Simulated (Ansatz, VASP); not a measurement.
## Al3Sb2P: VASP beside Ansatz

```
CELL_PARAMETERS angstrom
2.09208 -7.73244 0.00000
2.09208 7.73244 0.00000
0.00000 0.00000 3.86659
ATOMIC_POSITIONS crystal
Al 0.50000 0.50000 0.50000
Al 0.31572 0.68428 0.00000
Al 0.68428 0.31572 0.00000
Sb 0.14442 0.85558 0.50000
Sb 0.85558 0.14442 0.50000
P 0.00000 0.00000 0.00000
```

Change from the starting cell: species swapped into the TlAg3Te2 type (Cmmm, No. 65).

Alike in both runs: functional PBE; k mesh 4 × 4 × 4; occupations gaussian, width 0.1 eV; no spin polarisation.

Ansatz relaxed the structure, and its values are those at the end. VASP's run is a single point on that final structure, the one shown.

```csv
,VASP,Ansatz
version,VASP 6.6.1,Ansatz 0.2.0
potentials or method,"VASP PAW PBE potentials, release 64 (Al, Sb, P)","scalar-relativistic, plane waves, PAW"
plane-wave cutoff (eV),520,420
valence electrons in the cell,24,44
```

VASP gave:

* gap on the k mesh at the Fermi level (eV): none
* pressure (GPa): 0.0
* rms of the force components (eV/Å): 0.005

Which values does Ansatz return?

gap on the k mesh at the Fermi level (eV): none; pressure (GPa): 0.0; rms of the force components (eV/Å): 0.002.

A gap of «none» marks a metal or a gap that the smearing closes. With one functional, cell and mesh, what is left measures potentials, basis and numerics. The two sets of potentials don't hold the same shells in valence.

Caveats: the k mesh is coarse (spacing up to 0.41 Å⁻¹), so the values aren't converged. The runs have no spin-orbit coupling, so splittings on Sb are missing.
